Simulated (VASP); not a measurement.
# W (Im-3m) in VASP: further runs

One crystal, W, is run at these levels: PBEsol; tasks: core levels.

Everything below comes from runs of VASP 6.6.1. Logs are shortened: lines on timing, memory, paths and dates and some standing lists are left out, and cuts for length are marked.

**1. Starting point**

It takes space group Im-3m (No. 229, cubic). The conventional cell has a = 3.165 Å, b = 3.165 Å, c = 3.165 Å, α = 90.00°, β = 90.00°, γ = 90.00°. Around W (site symmetry m-3m) lie 8 W at 2.74 Å.

**2. Core levels, PBEsol**

Contents of INCAR:

```
PREC = Accurate ; ENCUT = 500
EDIFF = 1E-6 ; ISMEAR = 1
SIGMA = 0.1 ; LREAL = F
LASPH = T ; NELM = 80
ALGO = Normal ; ISIF = 2
LWAVE = F ; LCHARG = F
GGA = PS ; ICORELEVEL = 1
KPAR = 4
```

Contents of KPOINTS:

```
Automatic mesh
0
Gamma
  5 5 5
```

Contents of POSCAR:

```
W
1.0
    6.3293800000      0.0000000000      0.0000000000
    0.0000000000      6.3293800000      0.0000000000
    0.0000000000      0.0000000000      6.3293800000
W
16
Direct
    0.0000000000      0.0000000000      0.0000000000
    0.5000000000      0.0000000000      0.0000000000
    0.0000000000      0.5000000000      0.0000000000
    0.0000000000      0.0000000000      0.5000000000
    0.2500000000      0.2500000000      0.2500000000
    0.5000000000      0.5000000000      0.0000000000
    0.5000000000      0.0000000000      0.5000000000
    0.7500000000      0.2500000000      0.2500000000
    0.0000000000      0.5000000000      0.5000000000
    0.2500000000      0.7500000000      0.2500000000
    0.2500000000      0.2500000000      0.7500000000
    0.5000000000      0.5000000000      0.5000000000
    0.7500000000      0.7500000000      0.2500000000
    0.7500000000      0.2500000000      0.7500000000
    0.2500000000      0.7500000000      0.7500000000
    0.7500000000      0.7500000000      0.7500000000
```

Potentials or basis: VASP PAW PBE potentials, release 64 (W).

The run is started by

```console
$ cat potpaw_PBE.64/W/POTCAR > POTCAR
$ mpirun -np 4 vasp_std > vasp.out
```

OUTCAR:

```text
PREC = Accurate
   ENCUT = 500
   EDIFF = 1E-6
   ISMEAR = 1
   LREAL = F
   LASPH = T
   NELM = 80
   ISIF = 2
   GGA = PS

 ion  position               nearest neighbor table
   1  0.000  0.000  0.000-   5 2.74   8 2.74  10 2.74  11 2.74  13 2.74  14 2.74  15 2.74  16 2.74
                             4 3.16   2 3.16   3 3.16   4 3.16   3 3.16   2 3.16
   2  0.500  0.000  0.000-   5 2.74   8 2.74  10 2.74  11 2.74  13 2.74  14 2.74  15 2.74  16 2.74
                             6 3.16   7 3.16   1 3.16   7 3.16   6 3.16   1 3.16
   3  0.000  0.500  0.000-   5 2.74   8 2.74  10 2.74  11 2.74  13 2.74  14 2.74  15 2.74  16 2.74
                             6 3.16   1 3.16   9 3.16   9 3.16   1 3.16   6 3.16
   4  0.000  0.000  0.500-   5 2.74   8 2.74  10 2.74  11 2.74  13 2.74  14 2.74  15 2.74  16 2.74
                             7 3.16   1 3.16   9 3.16   1 3.16   9 3.16   7 3.16
   5  0.250  0.250  0.250-   1 2.74   2 2.74   3 2.74   4 2.74   6 2.74   7 2.74   9 2.74  12 2.74
                            10 3.16  11 3.16   8 3.16  11 3.16  10 3.16   8 3.16
   6  0.500  0.500  0.000-   5 2.74   8 2.74  10 2.74  11 2.74  13 2.74  14 2.74  15 2.74  16 2.74
                             3 3.16  12 3.16   2 3.16  12 3.16   2 3.16   3 3.16
   7  0.500  0.000  0.500-   5 2.74   8 2.74  10 2.74  11 2.74  13 2.74  14 2.74  15 2.74  16 2.74
                             4 3.16  12 3.16   2 3.16   2 3.16  12 3.16   4 3.16
   8  0.750  0.250  0.250-   1 2.74   2 2.74   3 2.74   4 2.74   6 2.74   7 2.74   9 2.74  12 2.74
                             5 3.16  13 3.16  14 3.16  14 3.16  13 3.16   5 3.16
   9  0.000  0.500  0.500-   5 2.74   8 2.74  10 2.74  11 2.74  13 2.74  14 2.74  15 2.74  16 2.74
                             4 3.16  12 3.16   3 3.16   3 3.16   4 3.16  12 3.16
  10  0.250  0.750  0.250-   1 2.74   2 2.74   3 2.74   4 2.74   6 2.74   7 2.74   9 2.74  12 2.74
                             5 3.16  13 3.16  15 3.16  15 3.16   5 3.16  13 3.16
  11  0.250  0.250  0.750-   1 2.74   2 2.74   3 2.74   4 2.74   6 2.74   7 2.74   9 2.74  12 2.74
                             5 3.16  14 3.16  15 3.16   5 3.16  15 3.16  14 3.16
  12  0.500  0.500  0.500-   5 2.74   8 2.74  10 2.74  11 2.74  13 2.74  14 2.74  15 2.74  16 2.74
                             7 3.16   6 3.16   9 3.16   6 3.16   7 3.16   9 3.16
  13  0.750  0.750  0.250-   1 2.74   2 2.74   3 2.74   4 2.74   6 2.74   7 2.74   9 2.74  12 2.74
                            10 3.16   8 3.16  16 3.16  16 3.16   8 3.16  10 3.16
  14  0.750  0.250  0.750-   1 2.74   2 2.74   3 2.74   4 2.74   6 2.74   7 2.74   9 2.74  12 2.74
                            11 3.16   8 3.16  16 3.16   8 3.16  16 3.16  11 3.16
  15  0.250  0.750  0.750-   1 2.74   2 2.74   3 2.74   4 2.74   6 2.74   7 2.74   9 2.74  12 2.74
                            11 3.16  10 3.16  16 3.16  10 3.16  11 3.16  16 3.16
  16  0.750  0.750  0.750-   1 2.74   2 2.74   3 2.74   4 2.74   6 2.74   7 2.74   9 2.74  12 2.74
                            13 3.16  14 3.16  15 3.16  13 3.16  14 3.16  15 3.16

  LATTYP: Found a simple cubic cell.
 ALAT       =     6.3293800000

  Lattice vectors:

[... 192 lines left out ...]
       5s    -66.4089  5p    -30.5984
   4-  1s -69455.1868  2s -11975.9983  2p -10469.5893  3s  -2748.7218  3p  -2302.8338
       3d  -1790.7931  4s   -557.2058  4p   -410.9901  4d   -225.8680  4f    -20.7572
       5s    -66.4089  5p    -30.5984
   5-  1s -69455.1868  2s -11975.9983  2p -10469.5893  3s  -2748.7218  3p  -2302.8338
       3d  -1790.7931  4s   -557.2058  4p   -410.9901  4d   -225.8680  4f    -20.7572
       5s    -66.4089  5p    -30.5984
   6-  1s -69455.1868  2s -11975.9983  2p -10469.5893  3s  -2748.7218  3p  -2302.8338
       3d  -1790.7931  4s   -557.2058  4p   -410.9901  4d   -225.8680  4f    -20.7572
[... 17 lines left out ...]
       3d  -1790.7931  4s   -557.2058  4p   -410.9901  4d   -225.8680  4f    -20.7572
       5s    -66.4089  5p    -30.5984
  13-  1s -69455.1868  2s -11975.9983  2p -10469.5893  3s  -2748.7218  3p  -2302.8338
       3d  -1790.7931  4s   -557.2058  4p   -410.9901  4d   -225.8680  4f    -20.7572
       5s    -66.4089  5p    -30.5984
  14-  1s -69455.1868  2s -11975.9983  2p -10469.5893  3s  -2748.7218  3p  -2302.8338
       3d  -1790.7931  4s   -557.2058  4p   -410.9901  4d   -225.8680  4f    -20.7572
       5s    -66.4089  5p    -30.5984
  15-  1s -69455.1868  2s -11975.9983  2p -10469.5893  3s  -2748.7218  3p  -2302.8338
       3d  -1790.7931  4s   -557.2058  4p   -410.9901  4d   -225.8680  4f    -20.7572
       5s    -66.4089  5p    -30.5984
  16-  1s -69455.1868  2s -11975.9983  2p -10469.5893  3s  -2748.7218  3p  -2302.8338
       3d  -1790.7931  4s   -557.2058  4p   -410.9901  4d   -225.8680  4f    -20.7572
       5s    -66.4089  5p    -30.5984

 E-fermi :   7.6637     XC(G=0): -13.2228

 val. band max:        7.5289211826   @ k =   0.2000   0.0000   0.0000
 cond. band min:       7.6787802489   @ k =   0.2000   0.2000   0.2000
 fundamental gap:      0.1498590663
 Fermi energy:         7.6637264431

 k-point     1 :       0.0000    0.0000    0.0000
  band No.  band energies     occupation
      1      -1.9819      2.00000
      2       1.3774      2.00000
      3       1.3774      2.00000
      4       1.3774      2.00000
      5       1.3774      2.00000
      6       1.3774      2.00000
[... 589 lines left out ...]
     56       9.7274      0.00000
     57       9.7398      0.00000

------------------------ aborting loop because EDIFF is reached ----------------------------------------

  FORCE on cell =-STRESS in cart. coord.  units (eV):
  Direction    XX          YY          ZZ          XY          YZ          ZX
  --------------------------------------------------------------------------------------
  -------------------------------------------------------------------------------------
  Total       -9.8971132     -9.8971132     -9.8971132     -0.0000000      0.0000000      0.0000000
  in kB      -62.5367936    -62.5367936    -62.5367936     -0.0000000      0.0000000      0.0000000
  external PRESSURE =     -62.5367936 kB  Pullay stress =       0.0000000 kB

 VOLUME and BASIS-vectors are now :
 -----------------------------------------------------------------------------
  energy-cutoff  :      500.00
  volume of cell :      253.56
      direct lattice vectors                 reciprocal lattice vectors
     6.329380000  0.000000000  0.000000000     0.157993358  0.000000000  0.000000000
     0.000000000  6.329380000  0.000000000     0.000000000  0.157993358  0.000000000
     0.000000000  0.000000000  6.329380000     0.000000000  0.000000000  0.157993358

 POSITION                                       TOTAL-FORCE (eV/Angst)
 -----------------------------------------------------------------------------------
      0.00000      0.00000      0.00000         0.000000      0.000000      0.000000
      3.16469      0.00000      0.00000         0.000000     -0.000000      0.000000
      0.00000      3.16469      0.00000         0.000000     -0.000000      0.000000
      0.00000      0.00000      3.16469         0.000000      0.000000     -0.000000
      1.58234      1.58234      1.58234        -0.000000     -0.000000     -0.000000
      3.16469      3.16469      0.00000         0.000000     -0.000000      0.000000
[... 8 lines left out ...]
      1.58234      4.74703      4.74703        -0.000000      0.000000     -0.000000
      4.74703      4.74703      4.74703        -0.000000     -0.000000     -0.000000
 -----------------------------------------------------------------------------------
    total drift:                                0.000000      0.000000      0.000000

  FREE ENERGIE OF THE ION-ELECTRON SYSTEM (eV)
  ---------------------------------------------------
  free  energy   TOTEN  =      -222.1354495299 eV

  energy  without entropy=     -222.1325084096  energy(sigma->0) =     -222.13446916
```

Run time: 62 s. Hardware: 4 MPI ranks of Intel Xeon Platinum 8375C at 2.90GHz (Ice Lake), shared host; peak memory 0.36 GiB.

What came out:

```
Free energy            : -222.1354 eV
Pressure               : -6.3 GPa
Band gap on the k mesh : none (metal or under the smearing width)
```

Core levels (eV, on the scale of the bands):
```csv
atom,levels
1 W,"1s -69455.2, 2s -11976.0, 2p -10469.6, 3s -2748.7, 3p -2302.8, 3d -1790.8, 4s -557.2, 4p -411.0, 4d -225.9, 4f -20.8, 5s -66.4, 5p -30.6"
2 W,"1s -69455.2, 2s -11976.0, 2p -10469.6, 3s -2748.7, 3p -2302.8, 3d -1790.8, 4s -557.2, 4p -411.0, 4d -225.9, 4f -20.8, 5s -66.4, 5p -30.6"
3 W,"1s -69455.2, 2s -11976.0, 2p -10469.6, 3s -2748.7, 3p -2302.8, 3d -1790.8, 4s -557.2, 4p -411.0, 4d -225.9, 4f -20.8, 5s -66.4, 5p -30.6"
4 W,"1s -69455.2, 2s -11976.0, 2p -10469.6, 3s -2748.7, 3p -2302.8, 3d -1790.8, 4s -557.2, 4p -411.0, 4d -225.9, 4f -20.8, 5s -66.4, 5p -30.6"
5 W,"1s -69455.2, 2s -11976.0, 2p -10469.6, 3s -2748.7, 3p -2302.8, 3d -1790.8, 4s -557.2, 4p -411.0, 4d -225.9, 4f -20.8, 5s -66.4, 5p -30.6"
6 W,"1s -69455.2, 2s -11976.0, 2p -10469.6, 3s -2748.7, 3p -2302.8, 3d -1790.8, 4s -557.2, 4p -411.0, 4d -225.9, 4f -20.8, 5s -66.4, 5p -30.6"
```

Caveat: the PAW data sets were made with another functional, which shifts forces and pressure a little.

[end of part 1 of 2]
